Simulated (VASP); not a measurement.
Input:

```
CELL_PARAMETERS angstrom
      0.00000     2.74648     2.74648
      2.74648     0.00000     2.74648
      2.74648     2.74648     0.00000
ATOMIC_POSITIONS crystal
  Mo 0.00000 0.00000 0.00000
  Sb 0.50000 0.50000 0.50000
```

These are r2SCAN meta-GGA, VASP's PBE PAW potentials (set 64) (plane waves; VASP) values and carry that method's errors. Run with 400 eV cut-off, 13×13×13 Γ-centred mesh, tetrahedra with Blöchl corrections, potentials Mo_sv Sb.

Unless said otherwise, spin-orbit coupling is left out, though it shifts the bands of the heavy elements here.

Q: Tabulate the total density of states (states/eV per cell) against energy (eV; zero at the valence-band maximum or, without a gap, the Fermi level).

A: 
```
E (eV) | DOS (states/eV)
    -9.89 |  0.00
    -9.65 |  0.00
    -9.42 |  0.00
    -9.18 |  0.00
    -8.94 |  0.00
    -8.82 |  0.00
    -8.58 |  0.00
    -8.35 |  0.00
    -8.11 |  0.00
    -7.87 |  0.00
    -7.63 |  0.00
    -7.39 |  0.00
    -7.16 |  0.00
    -6.92 |  0.00
    -6.68 |  0.00
    -6.56 |  0.07
    -6.32 | ## 0.24
    -6.08 | ### 0.39
    -5.85 | #### 0.56
    -5.61 | ###### 0.92
    -5.37 | ######## 1.19
    -5.13 | ########## 1.51
    -4.89 | ########## 1.58
    -4.66 | #### 0.66
    -4.42 | #### 0.61
    -4.30 | ######## 1.25
    -4.06 | ############## 2.16
    -3.82 | ################ 2.44
    -3.58 | ########################### 4.14
    -3.35 | ############### 2.24
    -3.11 | ########### 1.72
    -2.87 | ######## 1.30
    -2.63 | ###### 0.97
    -2.39 | ##### 0.75
    -2.16 | #### 0.58
    -2.04 | ### 0.48
    -1.80 | ## 0.30
    -1.56 | #### 0.54
    -1.32 | ####### 1.01
    -1.08 | ######### 1.37
    -0.85 | ########### 1.66
    -0.61 | ############# 1.96
    -0.37 | ################ 2.52
    -0.13 | #################### 3.03
     0.11 | ######################## 3.68
     0.23 | ############# 1.99
     0.46 | # 0.21
     0.70 | ############################## 4.60
     0.94 | ############### 2.37
     1.18 | ########### 1.61
     1.42 | ####### 1.05
     1.65 | ####### 1.11
     1.89 | ########### 1.70
     2.13 | ######### 1.36
     2.37 | ####### 1.09
     2.49 | ####### 1.03
     2.72 | ###### 0.95
     2.96 | ###### 0.89
     3.20 | ###### 0.87
     3.44 | ###### 0.89
```
Within 2 eV below the Fermi level the largest weight inside VASP's projection spheres is Mo d.

The structure was generated: MoSb was put into the rock salt type (Fm-3m), which need not be its known phase. It was relaxed first, which changed the volume by -35 %. The electron count is odd and the run is not spin-polarised, which forces a metal.
